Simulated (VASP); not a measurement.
An input for Quantum ESPRESSO's pw.x (written as the equivalent of a VASP run, and not itself run):

```
&CONTROL
  calculation = 'vc-relax'
  pseudo_dir = './pseudo'
  outdir = './out'
  tprnfor = .true.
  tstress = .true.
  nstep = 30
  forc_conv_thr = 0.00039
/
&SYSTEM
  ibrav = 0
  nat = 6
  ntyp = 3
  ecutwfc = 96
  occupations = 'smearing'
  smearing = 'methfessel-paxton'
  degauss = 0.00735
  input_dft = 'rpbe'
  nspin = 2
  starting_magnetization(1) = 0.26
  starting_magnetization(2) = -0.26
/
&ELECTRONS
  conv_thr = 7.3e-09
  electron_maxstep = 100
/
&IONS
/
&CELL
  cell_dofree = 'shape'
/
ATOMIC_SPECIES
  Mn1 54.938 Mn.upf
  Mn2 54.938 Mn.upf
  O 15.999 O.upf
CELL_PARAMETERS angstrom
     4.4710628    0.0000000    0.0000000
     0.0000000    4.4710628    0.0000000
     0.0000000    0.0000000    2.9043656
ATOMIC_POSITIONS crystal
  Mn1  0.0000000  0.0000000  0.0000000
  Mn2  0.5000000  0.5000000  0.5000000
  O    0.3050502  0.3050502  0.0000000
  O    0.8050502  0.1949498  0.5000000
  O    0.1949498  0.8050502  0.5000000
  O    0.6949498  0.6949498  0.0000000
K_POINTS automatic
  7 7 11 0 0 0
```

Question: Translate this input to VASP (INCAR, KPOINTS, POSCAR, choice of POTCAR).

Answer: This is not unique; one that fits is 
**INCAR**
```
! general
SYSTEM   =  MnO2
PREC     =  Accurate
ENCUT    =  520   ! plane-wave cut-off (eV)
LREAL    =  .FALSE.   ! projection in real space or not
LASPH    =  .TRUE.   ! aspherical one-centre terms

! electronic loop
EDIFF    =  1E-7
NELM     =  100   ! most electronic steps
ALGO     =  Normal   ! blocked Davidson
LMAXMIX  =  4

! smearing
ISMEAR   =  1   ! Methfessel-Paxton
SIGMA    =  0.1

! functional
GGA      =  RP   ! RPBE

! spin
ISPIN    =  2   ! spin-polarised
MAGMOM   =  2.6 -2.6 -0.0 0.0 0.0 -0.0

! ions
IBRION   =  2   ! conjugate gradients
NSW      =  30   ! most ionic steps
ISIF     =  4   ! ions and shape, fixed volume
EDIFFG   =  -0.01   ! ionic stop

! output
LWAVE    =  .FALSE.
LCHARG   =  .FALSE.
LORBIT   =  10
```

POSCAR:
```
MnO2
1
    4.4710628454     0.0000000000     0.0000000000
    0.0000000000     4.4710628454     0.0000000000
    0.0000000000     0.0000000000     2.9043655949
Mn O
2 4
Direct
  0.0000000000   0.0000000000   0.0000000000
  0.5000000000   0.5000000000   0.5000000000
  0.3050501956   0.3050501956   0.0000000000
  0.8050501956   0.1949498044   0.5000000000
  0.1949498044   0.8050501956   0.5000000000
  0.6949498044   0.6949498044   0.0000000000
```

File KPOINTS:
```
K-points
0
G
  7 7 11
```

POTCAR, in this order: Mn_pv O (PBE.64 set). Program: vasp_std.

The two are equivalent in intent, not identical: the potentials are each code's own (VASP's PAW set, PseudoDojo norm-conserving files in pw.x), so ENCUT and ecutwfc are chosen apart and not converted; conv_thr bounds pw.x's estimated SCF error, while EDIFF bounds the energy change between steps; starting_magnetization is a fraction of the valence charge and MAGMOM a moment in μB, so they match only roughly; forc_conv_thr acts on force components and is met together with etot_conv_thr.

The compound is MnO2 in the rutile structure. It was relaxed first.
